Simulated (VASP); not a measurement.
Here is the system:

```
CELL_PARAMETERS angstrom
      1.55562    -2.72608     0.00000
      1.61046     2.75774     0.00000
      0.00000     0.00000     3.55639
ATOMIC_POSITIONS crystal
  Zr 0.00000 0.00000 0.00000
  B  0.33333 0.66667 0.50000
  B  0.66667 0.33333 0.50000
```

Method: r2SCAN meta-GGA, VASP's PBE PAW potentials (set 64) (plane waves; VASP). Run with 600 eV cut-off, 10×10×8 Γ-centred mesh, first-order Methfessel-Paxton smearing of 0.10 eV, potentials Zr_sv B.

Task: Predict the energy per atom (σ→0), band gap (on the k-mesh) with the smallest direct gap where there is one.

Result: 
- band gap (on the k-mesh): none (metal, semimetal or under 0.01 eV)
- energy per atom (σ→0): -13.541 eV/atom

The compound is ZrB2 in the AlB2 type structure. This cell was strained or had an atom moved on purpose.
